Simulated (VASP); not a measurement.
An input for Quantum ESPRESSO's pw.x (written as the equivalent of a VASP run, and not itself run):

```
&CONTROL
  calculation = 'relax'
  pseudo_dir = './pseudo'
  outdir = './out'
  tprnfor = .true.
  tstress = .true.
  nstep = 30
  forc_conv_thr = 3.9e-05
/
&SYSTEM
  ibrav = 0
  nat = 5
  ntyp = 3
  ecutwfc = 84
  occupations = 'smearing'
  smearing = 'gaussian'
  degauss = 0.003675
  input_dft = 'pz'
/
&ELECTRONS
  conv_thr = 7.3e-10
  electron_maxstep = 100
/
&IONS
/
ATOMIC_SPECIES
  Ba 137.327 Ba.upf
  Zr 91.224 Zr.upf
  O 15.999 O.upf
CELL_PARAMETERS angstrom
     4.1598023    0.0000000    0.0000000
     0.0000000    4.1598023    0.0000000
     0.0000000    0.0000000    4.1598023
ATOMIC_POSITIONS crystal
  Ba   0.0000000  0.0000000  0.0000000
  Zr   0.5000000  0.5000000  0.5000000
  O    0.5000000  0.0000000  0.5000000
  O    0.0000000  0.5000000  0.5000000
  O    0.5000000  0.5000000  0.0000000
K_POINTS automatic
  5 5 5 0 0 0
```

Question: Translate this input to VASP (INCAR, KPOINTS, POSCAR, choice of POTCAR).

Answer: One answer among several that fit: 
### POSCAR
```
BaZrO3
1.0
  4.1598023441   0.0000000000   0.0000000000
  0.0000000000   4.1598023441   0.0000000000
  0.0000000000   0.0000000000   4.1598023441
Ba Zr O
1 1 3
Cart
  0.0000000000   0.0000000000   0.0000000000
  2.0799011721   2.0799011721   2.0799011721
  2.0799011721   0.0000000000   2.0799011721
  0.0000000000   2.0799011721   2.0799011721
  2.0799011721   2.0799011721   0.0000000000
```

**INCAR**
```
# general
SYSTEM  = BaZrO3
PREC    = Accurate
ENCUT   = 520   # plane-wave cut-off (eV)
LREAL   = .FALSE.   # projection in real space or not
LASPH   = .TRUE.

# electronic loop
EDIFF   = 1E-8   # SCF stop (eV)
NELM    = 100   # most electronic steps
ALGO    = Normal
LMAXMIX = 4

# smearing
ISMEAR  = 0
SIGMA   = 0.05   # width (eV)

# ions
IBRION  = 1
NSW     = 30
ISIF    = 2
EDIFFG  = -0.001

# output
LWAVE   = .FALSE.
LCHARG  = .FALSE.
```

File KPOINTS:
```
Automatic mesh
0
Gamma
5 5 5
0 0 0
```

POTCAR, in this order: Ba_sv Zr_sv O (LDA.64 set). Program: vasp_std.

What does not carry over: the potentials are each code's own (VASP's PAW set, PseudoDojo norm-conserving files in pw.x), so ENCUT and ecutwfc are chosen apart and not converted; conv_thr bounds pw.x's estimated SCF error, while EDIFF bounds the energy change between steps; forc_conv_thr acts on force components and is met together with etot_conv_thr.

The compound is BaZrO3 in the cubic perovskite structure. It was relaxed first. The start is the result of an earlier pass.
